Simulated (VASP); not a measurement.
Calculation: PBE GGA, VASP's PBE PAW potentials (set 64) (plane waves; VASP 6.6.1).

VASP ran on this input.

File KPOINTS:
```
Automatic mesh
0
Gamma
8 8 8
0 0 0
```

File POSCAR:
```
MgS
1
    0.0000000000     2.6044000000     2.6044000000
    2.6044000000     0.0000000000     2.6044000000
    2.6044000000     2.6044000000     0.0000000000
Mg S
1 1
Direct
  0.0000000000   0.0000000000   0.0000000000
  0.5000000000   0.5000000000   0.5000000000
```

INCAR:
```
SYSTEM = MgS
PREC = Accurate
ENCUT = 480
EDIFF = 1E-6
NELM = 100
ALGO = Normal
LREAL = .FALSE.
LASPH = .TRUE.
ISMEAR = 0
SIGMA = 0.05
GGA = PE
LWAVE = .FALSE.
LCHARG = .FALSE.
IBRION = 2
ISIF = 3
NSW = 60
EDIFFG = -0.01
```

POTCAR, in this order: Mg S (PBE.64 set). Program: vasp_std.

**Question.** What will the output report for the number of irreducible k-points (NKPTS), largest plane-wave count, number of space-group operations, FFT grid (NGX, NGY, NGZ)?

**Answer.** 
```
Quantity                                      Result
--------------------------------------  ------------
number of irreducible k-points (NKPTS)            29
largest plane-wave count                         877
number of space-group operations                  48
FFT grid (NGX, NGY, NGZ)                28 × 28 × 28
```

The structure comes from a computed database's MgS entry (Fm-3m); how it stands against other phases isn't given here. This run relaxes it. Symmetry was kept, so distortions that lower it aren't found.
